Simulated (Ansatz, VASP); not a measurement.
**Mg35Re: VASP beside Ansatz**

One calculation is typed for both programs; each brings its own data sets and cutoff. How far apart do they land? The structure shown is the end of the VASP relaxation below.

Method: plane waves, with VASP 6.6.1 beside it; single point at PBEsol, in Ansatz 0.2.0.

## 1. The structure

The cell holds 36 atoms: 1 Re and 35 Mg. Cell: a = 9.551 Å, b = 9.551 Å, c = 10.221 Å, α = 90.0°, β = 90.0°, γ = 120.0°. It derives from Mg. Nearest the centre at fractional (0.000, 0.000, 0.000): Re1 at 0.00 Å, Mg24 at 2.97 Å, Mg23 at 2.97 Å, Mg36 at 2.97 Å, Mg19 at 2.97 Å, Mg20 at 2.97 Å, Mg35 at 2.97 Å, Mg17 at 3.01 Å.

## 2. VASP: relaxation, PBEsol

This run makes the geometry at which the two programs are then compared.

Lines of VASP's logs that name or quote its potential files are left out, and so is its time.

Input file INCAR:

```
SYSTEM = Mg35Re
PREC = Normal
ENCUT = 300
EDIFF = 1E-05
NELM = 120
ISMEAR = 1
SIGMA = 0.2
LREAL = Auto
ALGO = Fast
GGA = PS
NBANDS = 64
ISPIN = 2
MAGMOM = 0.6 0 0 0 0 0 0 0 0 0 0 0 0 0 0 0 0 0 0.6 0.6 0 0 0.6 0 0 0 0 0 0 0 0 0 0 0 0 0
LASPH = .TRUE.
LMAXMIX = 4
LORBIT = 11
LWAVE = .FALSE.
LCHARG = .TRUE.
KPAR = 4
IBRION = 2
NSW = 50
ISIF = 2
EDIFFG = -0.03
POTIM = 0.4
MAXMIX = 40
ISYM = 2
```

Input file POSCAR:

```
Mg35Re
1.0
    9.5507405364      0.0000000000      0.0000000000
   -4.7753702682      8.2711839294      0.0000000000
    0.0000000000      0.0000000000     10.2209444728
Re Mg
1 35
Direct
    0.0000000000      0.0000000000      0.0000000000
    0.0000000000      0.0000000000      0.5000000000
    0.0000000000      0.3333333300      0.0000000000
    0.0000000000      0.3333333300      0.5000000000
    0.0000000000      0.6666666700      0.0000000000
    0.0000000000      0.6666666700      0.5000000000
    0.3333333300      0.0000000000      0.0000000000
    0.3333333300      0.0000000000      0.5000000000
    0.3333333300      0.3333333300      0.0000000000
    0.3333333300      0.3333333300      0.5000000000
    0.3333333300      0.6666666700      0.0000000000
    0.3333333300      0.6666666700      0.5000000000
    0.6666666700      0.0000000000      0.0000000000
    0.6666666700      0.0000000000      0.5000000000
    0.6666666700      0.3333333300      0.0000000000
    0.6666666700      0.3333333300      0.5000000000
    0.6666666700      0.6666666700      0.0000000000
    0.6666666700      0.6666666700      0.5000000000
    0.1111111100      0.2222222200      0.2500000000
    0.1111111100      0.2222222200      0.7500000000
    0.1111111100      0.5555555600      0.2500000000
    0.1111111100      0.5555555600      0.7500000000
    0.1111111100      0.8888888900      0.2500000000
    0.1111111100      0.8888888900      0.7500000000
    0.4444444400      0.2222222200      0.2500000000
    0.4444444400      0.2222222200      0.7500000000
    0.4444444400      0.5555555600      0.2500000000
    0.4444444400      0.5555555600      0.7500000000
    0.4444444400      0.8888888900      0.2500000000
    0.4444444400      0.8888888900      0.7500000000
    0.7777777800      0.2222222200      0.2500000000
    0.7777777800      0.2222222200      0.7500000000
    0.7777777800      0.5555555600      0.2500000000
    0.7777777800      0.5555555600      0.7500000000
    0.7777777800      0.8888888900      0.2500000000
    0.7777777800      0.8888888900      0.7500000000
```

Input file KPOINTS:

```
Automatic mesh
0
Gamma
4 4 4
0 0 0
```

PAW data sets: Re and Mg (PBE family, release 64).

Run with:

```console
> mpirun -np 4 vasp_std
```

Numbers of over 12 decimals in the logs are rounded to 6 here.

Output:

```text
[banner, memory and clock lines left out]
running    4 mpi-ranks, on    1 nodes
[...]
|                                                                             |
|               ----> ADVICE to this user running VASP <----                  |
|                                                                             |
|     You enforced a specific xc type in the INCAR file but a different       |
|     [... a line on the potential file left out ...]
|     I HOPE YOU KNOW WHAT YOU ARE DOING!                                     |
|                                                                             |

 LDA part: xc-table for (Slater+PW92), standard interpolation
 POSCAR, INCAR and KPOINTS ok, starting setup
[...]
entering main loop
       N       E                     dE             d eps       ncg     rms          rms(c)
DAV:   1     0.306532192447E+02    0.30653E+02   -0.16439E+04 13824   0.594E+02
DAV:   2    -0.641826201519E+02   -0.94836E+02   -0.85301E+02 14136   0.840E+01
[...]
RMM:  20    -0.709485742519E+02   -0.46839E-04   -0.39100E-04 11715   0.614E-02    0.186E-02
RMM:  21    -0.709485993262E+02   -0.25074E-04   -0.15844E-04 10085   0.413E-02    0.165E-02
RMM:  22    -0.709486079016E+02   -0.85753E-05   -0.70278E-05  7899   0.517E-02
   1 F= -.70948608E+02 E0= -.70941778E+02  d E =-.709486E+02  mag=     0.0399
[... from here on, the cycles between the ionic steps are left out ...]
   2 F= -.71137142E+02 E0= -.71130059E+02  d E =-.188535E+00  mag=    -0.0078
   3 F= -.71530073E+02 E0= -.71522643E+02  d E =-.581465E+00  mag=    -0.0004
   4 F= -.71430756E+02 E0= -.71421930E+02  d E =-.482148E+00  mag=     0.0048
   5 F= -.71644480E+02 E0= -.71636860E+02  d E =-.695872E+00  mag=    -0.0096
   6 F= -.71645527E+02 E0= -.71637864E+02  d E =-.696919E+00  mag=     0.0058
   7 F= -.71659418E+02 E0= -.71651865E+02  d E =-.138909E-01  mag=     0.0121
   8 F= -.71671771E+02 E0= -.71664503E+02  d E =-.262437E-01  mag=     0.0075
   9 F= -.71673579E+02 E0= -.71666341E+02  d E =-.180761E-02  mag=    -0.0024
 trial-energy change:   -0.001808  1 .order   -0.001799   -0.002393   -0.001205
 step:   6.1572(harm=  6.1572)  dis= 0.00844  next Energy=   -71.674182 (dE=-0.241E-02)
 reached required accuracy - stopping structural energy minimisation
```

From OUTCAR (step 2):

```text
  Total       -5.4086774     -5.4082125     -6.3985098      0.0005815     -0.0000906     -0.0000515
  in kB      -10.7326237    -10.7317013    -12.6967821      0.0011539     -0.0001797     -0.0001021
  external PRESSURE =     -11.3870357 kB  Pullay stress =       0.0000000 kB

 POSITION                                       TOTAL-FORCE (eV/Angst)
 -----------------------------------------------------------------------------------
      0.00000      0.00000      0.00000        -0.000039     -0.000071     -0.000080
      4.77537      8.27118      5.11047         0.000003      0.000008      0.000004
      8.02541      2.59618      0.00000         0.008355      0.004569      0.000002
     -1.56913      2.73616      5.11047         0.002820      0.012704      0.000010
      6.26105      5.65212     10.22094         0.008146      0.004972      0.000006
     -3.19034      5.54421      5.11047         0.012412     -0.003904      0.000004
      3.01102      0.02290      0.00000        -0.000221     -0.009531      0.000003
     -1.62123      8.26200      5.11047         0.009587     -0.008785      0.000006
      1.52533      2.59617     10.22094        -0.008372      0.004571      0.000005
      1.56912      2.73615      5.11047        -0.002808      0.012690      0.000008
     -0.00001      5.51413     10.22094         0.000000      0.000002      0.000003
     -0.00001      5.51413      5.11047         0.000003      0.000002      0.000009
      6.53972      0.02288     10.22094         0.000187     -0.009593     -0.000106
      1.62122      8.26201      5.11047        -0.009588     -0.008783      0.000009
[...]
-----------------------------------------------------------------------------------
    total drift:                               -0.000071     -0.000148     -0.000192

  FREE ENERGIE OF THE ION-ELECTRON SYSTEM (eV)
  ---------------------------------------------------
  free  energy   TOTEN  =       -71.6735785876 eV

  energy  without entropy=      -71.6518655383  energy(sigma->0) =      -71.66634090

 reached required accuracy - stopping structural energy minimisation

 magnetization (x)
# of ion       s       p       d       tot
------------------------------------------
    1       -0.000  -0.000  -0.001  -0.001
    2        0.000   0.000  -0.000   0.000
    3        0.000   0.000   0.000   0.000
    4        0.000   0.000   0.000   0.000
    5        0.000   0.000   0.000   0.000
    6        0.000   0.000   0.000   0.000
    7        0.000   0.000   0.000   0.000
    8        0.000   0.000   0.000   0.000
    9        0.000   0.000   0.000   0.000
   10        0.000   0.000   0.000   0.000
   11        0.000   0.000  -0.000   0.000
   12       -0.000  -0.000   0.000  -0.000
   13        0.000   0.000   0.000   0.000
[...]
--------------------------------------------------
tot          0.000   0.000  -0.001  -0.001

[... 1 further part left out ...]
```

The data set Re keeps the semicore shell frozen, which is cheaper and a little less accurate.

(Part 1 of 2 ends here.)

[Lines on the potential files, build, host, timing and source positions are cut from VASP's logs without a mark.]

[Logs are printed without paths, hosts, clocks, repeated set-up lines and the standing remarks that a program may print on its own settings, such as how far it seeks lower states.]

[Hosts, paths, dates, database ids (printed as entryN), source tags and the programs' standing remarks are cut or masked in the printed files.]
